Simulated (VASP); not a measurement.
Consider the following.

```xyz
4
Lattice="1.9996 1.1545 6.5488 -1.9996 1.1545 6.5488 0.0000 -2.3089 6.5488" Properties=species:S:1:pos:R:3 pbc="T T T"
In     0.0000     0.0000     9.8350
Ga     0.0000     0.0000     0.0005
P      0.0000     0.0000     2.3465
P      0.0000     0.0000    12.3758
```

Level of theory: PBEsol GGA, VASP's PBE PAW potentials (set 64) (plane waves; VASP). Run with 400 eV cut-off, Gaussian smearing of 0.050 eV, potentials In_d Ga_d P.

Unless said otherwise, spin-orbit coupling is left out, though it shifts the bands of the heavy elements here.

### Question
Give the energies of bands 13 to 21 at the high-symmetry points, in eV from the valence-band maximum.

### Answer

```csv
band,Γ,T,H2,L,S0,F
13,-6.38,-3.99,-6.41,-6.17,-6.40,-6.64
14,-1.26,-3.69,-5.77,-5.53,-5.76,-6.06
15,-1.26,-1.04,-3.77,-3.21,-3.91,-2.68
16,-0.21,-1.04,-3.46,-3.08,-3.39,-2.65
17,0.00,-0.40,-2.22,-2.28,-2.33,-1.18
18,0.00,-0.40,-1.99,-1.70,-1.97,-1.07
19,0.67,1.15,2.48,1.86,2.24,1.18
20,1.65,2.37,2.60,2.77,3.49,1.53
21,3.72,4.21,4.72,4.35,4.06,1.90
```

The gap is direct, 0.67 eV, from the valence maximum at Γ to the conduction minimum at Γ.

The structure comes from a computed database's InGaP2 entry (R3m); how it stands against other phases isn't given here. It was relaxed first.
